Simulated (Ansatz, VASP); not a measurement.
## One calculation of Co5Ru, two programs

```
Co Ru
1.0
     4.38415    0.00000    0.00000
    -2.19207    3.79678    0.00000
     0.00000    0.00000    4.09226
Co Ru
5 1
Direct
  0.66667 0.33333 0.00000
  0.33333 0.66667 0.00000
  0.00000 0.34167 0.50000
  0.65833 0.65833 0.50000
  0.34167 0.00000 0.50000
  0.00000 0.00000 0.00000
```

Alike in both runs: task single point; functional PBE; k mesh 6 × 6 × 4; occupations gaussian, width 0.1 eV; collinear spin.

|  | VASP | Ansatz |
| --- | --- | --- |
| version | VASP 6.6.1 | Ansatz 0.2.0 |
| potentials or method | VASP PAW PBE potentials, release 64 (Co, Ru_pv) | scalar-relativistic, plane waves, PAW |
| plane-wave cutoff (eV) | 520 | 420 |
| valence electrons in the cell | 59 | 101 |

Ansatz gave:

| Quantity | Value |
| --- | --- |
| gap on the k mesh at the Fermi level (eV) | none |
| pressure (GPa) | 0.1 |
| largest component of the traceless stress (GPa) | 0.72 |
| rms of the force components (eV/Å) | 0.002 |
| net moment per atom (μB) | 1.25 |
| size of the moment on the site where the two differ most (μB) | 1.64 |

Task: What did VASP give for the same quantities?

Result: gap on the k mesh at the Fermi level (eV): none; pressure (GPa): -0.7; largest component of the traceless stress (GPa): 0.81; rms of the force components (eV/Å): 0.006; net moment per atom (μB): 1.24; size of the moment on the site where the two differ most (μB): 1.58.

Site moments also hang on the region over which each program counts them. Atom by atom the forces differ by 0.004 eV/Å (rms over components). A gap of «none» marks a metal or a gap that the smearing closes. The two sets of potentials don't hold the same shells in valence.

Caveats: the k mesh is coarse (spacing up to 0.38 Å⁻¹), so the values aren't converged.
